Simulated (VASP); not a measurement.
OSZICAR of a VASP run on W (bcc):

OSZICAR:
```
       N       E                     dE             d eps       ncg     rms          rms(c)
DAV:   1     0.744788209190E+02    0.74479E+02   -0.77105E+03  2648   0.139E+03
DAV:   2    -0.129345117874E+02   -0.87413E+02   -0.84256E+02  2838   0.326E+02
DAV:   3    -0.144869521775E+02   -0.15524E+01   -0.15393E+01  2977   0.432E+01
DAV:   4    -0.144945715517E+02   -0.76194E-02   -0.76173E-02  2853   0.335E+00
DAV:   5    -0.144946320790E+02   -0.60527E-04   -0.60526E-04  2943   0.299E-01    0.218E+01
DAV:   6    -0.139532349651E+02    0.54140E+00   -0.62035E-01  2826   0.103E+01    0.868E+00
DAV:   7    -0.138092317619E+02    0.14400E+00   -0.31624E-01  2909   0.687E+00    0.599E-01
DAV:   8    -0.138033055081E+02    0.59263E-02   -0.38706E-03  2738   0.908E-01    0.130E-01
DAV:   9    -0.138033267750E+02   -0.21267E-04   -0.48290E-05  3031   0.922E-02    0.629E-02
DAV:  10    -0.138033273932E+02   -0.61816E-06   -0.75329E-06  2855   0.404E-02
   1 F= -.13803327E+02 E0= -.13803485E+02  d E =-.138033E+02
       N       E                     dE             d eps       ncg     rms          rms(c)
DAV:   1    -0.138212623068E+02   -0.17936E-01   -0.45295E-01  2721   0.107E+01    0.188E+00
DAV:   2    -0.138049202480E+02    0.16342E-01   -0.23675E-02  2706   0.214E+00    0.429E-01
DAV:   3    -0.138019772487E+02    0.29430E-02   -0.79697E-03  2774   0.120E+00    0.336E-01
DAV:   4    -0.138020113978E+02   -0.34149E-04   -0.18813E-04  2738   0.185E-01    0.406E-02
DAV:   5    -0.138020066059E+02    0.47919E-05   -0.19966E-05  2865   0.591E-02    0.238E-03
DAV:   6    -0.138020064278E+02    0.17808E-06   -0.16490E-07  1616   0.615E-03
   2 F= -.13802006E+02 E0= -.13802157E+02  d E =0.132097E-02
       N       E                     dE             d eps       ncg     rms          rms(c)
DAV:   1    -0.138152592151E+02   -0.13253E-01   -0.27932E-01  2724   0.847E+00    0.144E+00
DAV:   2    -0.138051842936E+02    0.10075E-01   -0.14975E-02  2691   0.168E+00    0.333E-01
DAV:   3    -0.138034400345E+02    0.17443E-02   -0.47588E-03  2765   0.922E-01    0.249E-01
DAV:   4    -0.138034459597E+02   -0.59253E-05   -0.12405E-04  2723   0.149E-01    0.335E-02
DAV:   5    -0.138034441983E+02    0.17614E-05   -0.71688E-06  2841   0.346E-02    0.179E-03
DAV:   6    -0.138034442799E+02   -0.81560E-07   -0.63888E-08  1418   0.375E-03
   3 F= -.13803444E+02 E0= -.13803600E+02  d E =-.116887E-03
```

Which electronic solver shows in the log?

It is blocked Davidson (ALGO = Normal, or the opening steps of other solvers). The INCAR had ALGO = Normal.

Can the final energy be trusted as converged?

Self-consistency was reached. It stopped with EDIFF = 1E-6, NELM = 100, NSW = 60 and EDIFFG = -0.01 after 3 ionic steps (PBEsol GGA, plane waves, VASP's PBE PAW potentials (set 64)).

The compound is W in the bcc structure. This run relaxes it. Symmetry was kept, so distortions that lower it aren't found.
